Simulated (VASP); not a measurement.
Data:

```
CELL_PARAMETERS angstrom
      1.37000    -2.37291     0.00000
      1.37000     2.37291     0.00000
      0.00000     0.00000     4.39000
ATOMIC_POSITIONS crystal
  Tc 0.33333 0.66667 0.25000
  Tc 0.66667 0.33333 0.75000
```

The numbers are results of PBE GGA, VASP's PBE PAW potentials (set 64) (plane waves; VASP 6.6.1), not measurements. Run with 400 eV cut-off, 14×14×8 Γ-centred mesh, first-order Methfessel-Paxton smearing of 0.10 eV, potentials Tc_pv.

Q: Give the stress tensor in GPa (positive for a compressed cell).

A: 
```
1.66  0.00  0.00
0.00  1.66  0.00
0.00  0.00  1.56
```
The pressure is its mean diagonal, 1.63 GPa.

The compound is Tc in the hcp structure. The cell was not relaxed at this level.
